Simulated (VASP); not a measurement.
# YbC (P-6m2) in VASP: single point with PBEsol

Aim: the single point of YbC with PBEsol.

All numbers are computed with VASP 6.6.1; they aren't measurements. Logs are shortened: lines on timing, memory, paths and dates and some standing lists are left out, and cuts for length are marked.

## (1) Starting point

The structure is hexagonal, space group P-6m2 (No. 187). The conventional cell has a = 3.422 Å, b = 3.422 Å, c = 3.077 Å, α = 90.00°, β = 90.00°, γ = 120.00°. Around Yb (site symmetry -6m2) lie 6 C at 2.50 Å. Around C (site symmetry -6m2) lie 6 Yb at 2.50 Å.

The cell comes from a database or a generator and needn't be the stable form of this composition.

## (2) Single point, PBEsol, collinear spin, typed start

INCAR reads:

```
SYSTEM = YbC
PREC = Accurate ; ENCUT = 520
EDIFF = 1E-6 ; ISMEAR = 0
SIGMA = 0.05 ; LREAL = .False.
LASPH = .True. ; NELM = 150
ALGO = Normal ; ISIF = 2
LWAVE = .False. ; LCHARG = .True.
ISPIN = 2 ; MAGMOM = 0.05 0
LORBIT = 11 ; LMAXMIX = 6
GGA = PS ; LELF = .True.
LVHAR = .True. ; NBANDS = 25
```

KPOINTS reads:

```
Automatic mesh
0
Gamma
  12 12 10
  0 0 0
```

POSCAR reads:

```
YbC
1.0
    3.4215670912      0.0000000000      0.0000000000
   -1.7107835456      2.9631640217      0.0000000000
    0.0000000000      0.0000000000      3.0766258105
Yb C
1 1
Direct
    0.0000000000      0.0000000000      0.0000000000
    0.6666666667      0.3333333333      0.5000000000
```

Potentials or basis: VASP PAW PBE potentials, release 64 (Yb, C).

On the command line:

```bash
$ cat potpaw_PBE.64/Yb/POTCAR potpaw_PBE.64/C/POTCAR > POTCAR
$ mpirun -np 1 vasp_std > vasp.out
```

OUTCAR:

```text
SYSTEM = YbC
   PREC = Accurate
   ENCUT = 520
   EDIFF = 1E-6
   ISMEAR = 0
   LREAL = .False.
   LASPH = .True.
   NELM = 150
   ISIF = 2
   ISPIN = 2
   LORBIT = 11
   GGA = PS

 ion  position               nearest neighbor table
   1  0.000  0.000  0.000-   2 2.50   2 2.50   2 2.50   2 2.50   2 2.50   2 2.50
   2  0.667  0.333  0.500-   1 2.50   1 2.50   1 2.50   1 2.50   1 2.50   1 2.50

  LATTYP: Found a hexagonal cell.
 ALAT       =     3.4215670912
 C/A-ratio  =     0.8991861707

  Lattice vectors:

 A1 = (   3.4215670912,   0.0000000000,   0.0000000000)
 A2 = (  -1.7107835456,   2.9631640217,   0.0000000000)
 A3 = (   0.0000000000,   0.0000000000,   3.0766258105)

Analysis of symmetry for initial positions (statically):
=====================================================================
 Subroutine PRICEL returns:
 Original cell was already a primitive cell.

 Routine SETGRP: Setting up the symmetry group for a
 hexagonal supercell.

 Subroutine GETGRP returns: Found 12 space group operations
 (whereof 12 operations were pure point group operations)
 out of a pool of 24 trial point group operations.

The static configuration has the point symmetry D_3h.

Analysis of symmetry for dynamics (positions and initial velocities):
=====================================================================
 Subroutine PRICEL returns:
 Original cell was already a primitive cell.

 Routine SETGRP: Setting up the symmetry group for a
 hexagonal supercell.

 Subroutine GETGRP returns: Found 12 space group operations
 (whereof 12 operations were pure point group operations)
 out of a pool of 24 trial point group operations.

The dynamic configuration has the point symmetry D_3h.

Analysis of structural, dynamic, and magnetic symmetry:
=====================================================================
 Subroutine PRICEL returns:
 Original cell was already a primitive cell.

 Routine SETGRP: Setting up the symmetry group for a
 hexagonal supercell.

 Subroutine GETGRP returns: Found 12 space group operations
 (whereof 12 operations were pure point group operations)
 out of a pool of 24 trial point group operations.

The overall configuration has the point symmetry D_3h.

 Subroutine INISYM returns: Found 12 space group operations
 (whereof 12 operations are pure point group operations),
 and found     1 'primitive' translations

----------------------------------------------------------------------------------------

                                     Primitive cell

  volume of cell :      31.1929

  direct lattice vectors                    reciprocal lattice vectors
     3.421567091  0.000000000  0.000000000     0.292263742  0.168738550  0.000000000
    -1.710783546  2.963164022  0.000000000     0.000000000  0.337477100  0.000000000
     0.000000000  0.000000000  3.076625810     0.000000000  0.000000000  0.325031402

  length of vectors
     3.421567091  3.421567091  3.076625810     0.337477100  0.337477100  0.325031402

  position of ions in fractional coordinates (direct lattice)
     0.000000000  0.000000000  0.000000000
     0.666666667  0.333333333  0.500000000

  ion indices of the primitive-cell ions
   primitive index   ion index
                 1           1
                 2           2

----------------------------------------------------------------------------------------

 KPOINTS: Automatic mesh

Automatic generation of k-mesh.
 Grid dimensions read from file:
 generate k-points for:   12   12   10

 Generating k-lattice:

  Cartesian coordinates                     Fractional coordinates (reciprocal lattice)
     0.024355312  0.014061546  0.000000000     0.083333333  0.000000000  0.000000000
     0.000000000  0.028123092  0.000000000     0.000000000  0.083333333  0.000000000
     0.000000000  0.000000000  0.032503140     0.000000000  0.000000000  0.100000000

  Length of vectors
     0.028123092  0.028123092  0.032503140

  Shift w.r.t. Gamma in fractional coordinates (k-lattice)
     0.000000000  0.000000000  0.000000000

 Subroutine IBZKPT returns following result:
 ===========================================

 Found    114 irreducible k-points:

 Following reciprocal coordinates:
            Coordinates               Weight
  0.000000  0.000000  0.000000      1.000000
  0.083333  0.000000  0.000000      6.000000
  0.166667  0.000000  0.000000      6.000000
  0.250000  0.000000  0.000000      6.000000
  0.333333  0.000000  0.000000      6.000000
  0.416667  0.000000  0.000000      6.000000
[... 16 lines left out ...]
  0.250000  0.000000  0.100000     12.000000
  0.333333  0.000000  0.100000     12.000000
 [... further k-points ...]
   k-points           NKPTS =    114   k-points in BZ     NKDIM =    114   number of bands    NBANDS=     25
   number of dos      NEDOS =    301   number of ions     NIONS =      2
   total plane-waves  NPLWV =  18816
   dimension x,y,z NGX =    28 NGY =   28 NGZ =   24
   dimension x,y,z NGXF=    56 NGYF=   56 NGZF=   48
   ions per type =               1   1
   NGX,Y,Z   is equivalent  to a cutoff of  13.60, 13.60, 12.97 a.u.
   NGXF,Y,Z  is equivalent  to a cutoff of  27.21, 27.21, 25.94 a.u.
 SYSTEM =  YbC
   PREC   = accura    normal or accurate (medium, high low for compatibility)
   ISTART =      0    job   : 0-new  1-cont  2-samecut
   ICHARG =      2    charge: 1-file 2-atom 10-const
   ISPIN  =      2    spin polarized calculation?
   LNONCOLLINEAR =      F non collinear calculations
   LSORBIT =      F    spin-orbit coupling
   LASPH  =      T    aspherical Exc in radial PAW
   ENCUT  =  520.0 eV  38.22 Ry    6.18 a.u.   6.36  6.36  5.72*2*pi/ulx,y,z
   NELM   =    150;   NELMIN=  2; NELMDL= -5     # of ELM steps
   EDIFF  = 0.1E-05   stopping-criterion for ELM
   LREAL  =      F    real-space projection
   EDIFFG = 0.1E-04   stopping-criterion for IOM
   NSW    =      0    number of steps for IOM
   IBRION =     -1    ionic relax: 0-MD 1-quasi-New 2-CG
   NFREE  =      0    steps in history (QN), initial steepest desc. (CG)
   ISIF   =      2    stress and relaxation
   ISYM   =      2    0-nonsym 1-usesym 2-fastsym
   POTIM  = 0.5000    time-step for ionic-motion
   TEBEG  =    0.0;   TEEND  =   0.0 temperature during run
   PSTRESS=    0.0 pullay stress
   NELECT =      28.0000    total number of electrons
   NUPDOWN=      -1.0000    fix difference up-down
   EMIN   =  10.00;   EMAX   =-10.00  energy-range for DOS
   EFERMI =   0.00;   METHOD = LEGACY
   ISMEAR =     0;   SIGMA  =   0.05  broadening in eV -4-tet -1-fermi 0-gaus
   EFERMI_NEDOS =   21; number of points for ismear=-14 and -15
   IALGO  =     38    algorithm
   IMIX   =      4    mixing-type and parameters
     AMIX     =   0.40;   BMIX     =  1.00
     AMIX_MAG =   1.60;   BMIX_MAG =  1.00
  volume/ion in A,a.u.               =      15.60       105.25
  Fermi-wavevector in a.u.,A,eV,Ry     =   1.579219  2.984291 33.932014  2.493933
  Thomas-Fermi vector in A             =   2.679632
   LORBIT       =     11    0 simple, 1 ext, 2 COOP (PROOUT), +10 PAW based schemes
   GGA     = PS    functional components
   LHFCALC =     F    Hartree Fock is set to
   AEXX    =    0.0000 exact exchange contribution
   IVDW    =     0    specifies the selected vdW correction
   LEPSILON=     F    determine dielectric tensor
   LRPA    =     F    only Hartree local field effects (RPA)
 spin polarized calculation
 Gauss-broadening in eV      SIGMA  =   0.05
  energy-cutoff  :      520.00
  volume of cell :       31.19
 maximum number of plane-waves:       853
 NGX is ok and might be reduce to    28
   NGX = 13   NGY = 13   NGZ = 11

 number of electron      27.9999993 magnetization      -0.0048205

 number of electron      27.9999993 magnetization       0.1826780

 Free energy of the ion-electron system (eV)
  ---------------------------------------------------
  ext. energy  EPLUGINS =         0.00000000
  ---------------------------------------------------
  free energy    TOTEN  =       -12.31090722 eV

  energy without entropy =      -12.30725429  energy(sigma->0) =      -12.30908075

 E-fermi :   2.6219     XC(G=0): -11.7628

 val. band max:        2.6123935888   @ k =   0.3333   0.1667   0.4000
 cond. band min:       2.6239492136   @ k =   0.2500   0.1667   0.1000
 fundamental gap:      0.0115556248
 Fermi energy:         2.6219269298

 spin component 1

 k-point     1 :       0.0000    0.0000    0.0000
  band No.  band energies     occupation
      1     -48.4890      1.00000
      2     -20.4127      1.00000
      3     -20.4127      1.00000
      4     -20.2656      1.00000
      5      -8.0063      1.00000
      6       1.6443      1.00000
[... 17 lines left out ...]
     24      17.9307      0.00000
     25      21.1610      0.00000

 k-point     2 :       0.0833    0.0000    0.0000
  band No.  band energies     occupation
      1     -48.4867      1.00000
      2     -20.4605      1.00000
      3     -20.4227      1.00000
      4     -20.2602      1.00000
      5      -7.8873      1.00000
      6       1.4664      1.00000
[... 17 lines left out ...]
     24      18.3013      0.00000
     25      20.7363      0.00000

 k-point     3 :       0.1667    0.0000    0.0000
  band No.  band energies     occupation
      1     -48.4805      1.00000
      2     -20.5880      1.00000
      3     -20.4498      1.00000
      4     -20.2456      1.00000
      5      -7.5564      1.00000
      6       0.9148      1.00000
[... 552 lines left out ...]
 k-point    23 :       0.2500    0.0000    0.1000
  band No.  band energies     occupation
      1     -48.4662      1.00000
      2     -20.7415      1.00000
      3     -20.4750      1.00000
      4     -20.3310      1.00000
      5      -6.9588      1.00000
      6       0.2944      1.00000
[... 17 lines left out ...]
     24      19.4015      0.00000
     25      20.8513      0.00000

 k-point    24 :       0.3333    0.0000    0.1000
  band No.  band energies     occupation
      1     -48.4577      1.00000
      2     -20.9003      1.00000
      3     -20.5109      1.00000
      4     -20.3084      1.00000
      5      -6.5016      1.00000
      6      -0.3001      1.00000
[... 17 lines left out ...]
     24      20.0117      0.00000
     25      21.0773      0.00000

 [... further k-points ...]

 spin component 2

 k-point     1 :       0.0000    0.0000    0.0000
  band No.  band energies     occupation
      1     -48.4683      1.00000
      2     -20.3961      1.00000
      3     -20.3961      1.00000
      4     -20.2431      1.00000
      5      -7.8771      1.00000
      6       1.7092      1.00000
[... 17 lines left out ...]
     24      18.0201      0.00000
     25      21.1860      0.00000

 k-point     2 :       0.0833    0.0000    0.0000
  band No.  band energies     occupation
      1     -48.4660      1.00000
      2     -20.4437      1.00000
      3     -20.4060      1.00000
      4     -20.2378      1.00000
      5      -7.7573      1.00000
      6       1.5505      1.00000
[... 17 lines left out ...]
     24      18.3831      0.00000
     25      20.7659      0.00000

 k-point     3 :       0.1667    0.0000    0.0000
  band No.  band energies     occupation
      1     -48.4598      1.00000
      2     -20.5709      1.00000
      3     -20.4331      1.00000
      4     -20.2232      1.00000
      5      -7.4240      1.00000
      6       1.0234      1.00000
[... 552 lines left out ...]
 k-point    23 :       0.2500    0.0000    0.1000
  band No.  band energies     occupation
      1     -48.4455      1.00000
      2     -20.7241      1.00000
      3     -20.4583      1.00000
      4     -20.3082      1.00000
      5      -6.8219      1.00000
      6       0.4072      1.00000
[... 17 lines left out ...]
     24      19.4929      0.00000
     25      20.8935      0.00000

 k-point    24 :       0.3333    0.0000    0.1000
  band No.  band energies     occupation
      1     -48.4371      1.00000
      2     -20.8826      1.00000
      3     -20.4942      1.00000
      4     -20.2857      1.00000
      5      -6.3603      1.00000
      6      -0.1863      1.00000
[... 17 lines left out ...]
     24      20.0980      0.00000
     25      21.1207      0.00000

 [... further k-points ...]

------------------------ aborting loop because EDIFF is reached ----------------------------------------

  FORCE on cell =-STRESS in cart. coord.  units (eV):
  Direction    XX          YY          ZZ          XY          YZ          ZX
  --------------------------------------------------------------------------------------
  -------------------------------------------------------------------------------------
  Total       -0.9342141     -0.9342141     -0.9324241     -0.0000000     -0.0000000      0.0000000
  in kB      -47.9845666    -47.9845666    -47.8926270     -0.0000000     -0.0000000      0.0000000
  external PRESSURE =     -47.9539200 kB  Pullay stress =       0.0000000 kB

 VOLUME and BASIS-vectors are now :
 -----------------------------------------------------------------------------
  energy-cutoff  :      520.00
  volume of cell :       31.19
      direct lattice vectors                 reciprocal lattice vectors
     3.421567091  0.000000000  0.000000000     0.292263742  0.168738550  0.000000000
    -1.710783546  2.963164022  0.000000000     0.000000000  0.337477100  0.000000000
     0.000000000  0.000000000  3.076625810     0.000000000  0.000000000  0.325031402

 POSITION                                       TOTAL-FORCE (eV/Angst)
 -----------------------------------------------------------------------------------
      0.00000      0.00000      0.00000        -0.000000      0.000000      0.000000
      1.71078      0.98772      1.53831         0.000000     -0.000000      0.000000
 -----------------------------------------------------------------------------------
    total drift:                               -0.000000      0.000000      0.000000

  FREE ENERGIE OF THE ION-ELECTRON SYSTEM (eV)
  ---------------------------------------------------
  free  energy   TOTEN  =       -12.3109072164 eV

  energy  without entropy=      -12.3072542929  energy(sigma->0) =      -12.30908075

 total charge

# of ion       s       p       d       f       tot
--------------------------------------------------
    1        2.188   6.101   0.594  13.369  22.252
    2        0.913   1.312   0.000   0.000   2.224
--------------------------------------------------
tot          3.100   7.413   0.594  13.369  24.476

 magnetization (x)

# of ion       s       p       d       f       tot
--------------------------------------------------
    1       -0.000   0.011   0.011   0.031   0.053
    2        0.003   0.065   0.000   0.000   0.068
--------------------------------------------------
tot          0.003   0.076   0.011   0.031   0.121
```

It took 11 min on 1 thread of Intel Xeon Platinum 8175M at 2.50GHz (Skylake/Cascade Lake), shared host; peak memory 0.3 GiB.

What came out:

* Free energy: -12.3109 eV
* Pressure: -4.8 GPa
* Band gap on the k mesh: none (metal or under the smearing width)
* Net moment: 0.18 μB per cell
* Site moments: Yb +0.05; C +0.07 μB
* Valence electrons inside the program's atomic spheres: Yb 22.25; C 2.22

Caveat: the PAW data sets were made with another functional, which shifts forces and pressure a little; spin-orbit coupling is left out, which moves the levels of the heavy elements; without U or exact exchange the open f shell lies at the Fermi level, which spoils levels, moments and volumes.
